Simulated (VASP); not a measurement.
Method: PBEsol GGA, VASP's PBE PAW potentials (set 64) (plane waves; VASP 6.6.1).

A VASP calculation is set up with these files.

### POSCAR
```
Zn4S2Se2
1
   -0.0000000000     2.7481681495     2.7481681495
    2.7481681495    -0.0000000000     2.7481681495
   10.9881770764    10.9881770764     0.0044955217
Zn Se S
4 2 2
Direct
  0.0143990696   0.0143990696   0.9892006978
  0.0003284472   0.0003284472   0.2497536645
  0.9856476418   0.9856476418   0.5107642686
  0.9998367374   0.9998367374   0.7501224469
  0.2555412726   0.2555412726   0.0583440455
  0.2421047221   0.2421047221   0.3184214585
  0.2443110755   0.2443110755   0.5667666933
  0.2578310337   0.2578310337   0.8066267247
```

**INCAR**
```
# general
SYSTEM  = Zn4S2Se2
PREC    = Accurate
ENCUT   = 400   # plane-wave cut-off (eV)
LREAL   = F
LASPH   = T

# electronic loop
EDIFF   = 1E-7   # SCF stop (eV)
NELM    = 100
ALGO    = Normal
LMAXMIX = 4   # l cut-off of mixed one-centre charges

# smearing
ISMEAR  = -5   # tetrahedra, Bloechl

# functional
GGA     = PS

# ions
ISIF    = 2

# output
LWAVE   = F
LCHARG  = T
LORBIT  = 11   # lm-projected
NEDOS   = 601   # DOS grid

# other
LEFG    = T
```

File KPOINTS:
```
K-points
0
G
 8 8 2
```

POTCAR, in this order: Zn Se S (PBE.64 set). Program: vasp_std.

What will the output report for the number of irreducible k-points (NKPTS), number of bands (NBANDS), largest plane-wave count, number of space-group operations, FFT grid (NGX, NGY, NGZ)?

```yaml
number of irreducible k-points (NKPTS): 20
number of bands (NBANDS): 43
largest_plane_wave_count: 3037
number_of_space_group_operations: 6
FFT grid (NGX, NGY, NGZ): 28 × 28 × 108
```

The structure was generated: Zn4S2Se2 was put into an ordered model structure (R3m), which need not be its known phase. It was relaxed first.
